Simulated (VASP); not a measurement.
Here is the system:

```xyz
2
Lattice="0.0000 2.9388 2.9388 2.9388 0.0000 2.9388 2.9388 2.9388 0.0000" Properties=species:S:1:pos:R:3 pbc="T T T"
In     0.0000     0.0000     0.0000
P      1.4694     1.4694     1.4694
```

The numbers are results of PBEsol GGA, VASP's PBE PAW potentials (set 64) (plane waves; VASP), not measurements. Numerical set-up: 530 eV cut-off, 7×7×7 Γ-centred mesh, Gaussian smearing of 0.050 eV, potentials In_d P.

**Question.** Give the elastic stiffness tensor with the ions relaxed (GPa, in the frame of the cell).

**Answer.** 
|  | xx | yy | zz | yz | xz | xy |
|---|---|---|---|---|---|---|
| xx | 95.4 | 53.3 | 53.3 | 0.0 | 0.0 | 0.0 |
| yy | 53.3 | 95.4 | 53.3 | 0.0 | 0.0 | 0.0 |
| zz | 53.3 | 53.3 | 95.4 | 0.0 | 0.0 | 0.0 |
| yz | 0.0 | 0.0 | 0.0 | 43.2 | 0.0 | 0.0 |
| xz | 0.0 | 0.0 | 0.0 | 0.0 | 43.2 | 0.0 |
| xy | 0.0 | 0.0 | 0.0 | 0.0 | 0.0 | 43.2 |

**Question.** What does the run give for the Hill bulk modulus, Hill shear modulus, Young's modulus, Poisson's ratio?

**Answer.** 
| Item | Value |
|---|---|
| Hill bulk modulus | 673 kbar |
| Hill shear modulus | 32.4 GPa |
| Young's modulus | 83.7 GPa |
| Poisson's ratio | 0.293 |

Measured: C11 101 GPa (computed value off by -5.7 %), C44 45.6 GPa (computed value off by -5.2 %), as given by Oses et al., (2018), arXiv:1811.08464; C12 56.0 GPa (computed value off by -4.9 %), as given by M. Råsander et al., The Journal of Chemical Physics (2015), arXiv:1505.02379. The calculation is for a static lattice, while the measured C11, C12, C44 hold thermal and zero-point effects, which are part of the difference.

The compound is InP in the zinc blende structure. It was relaxed first.
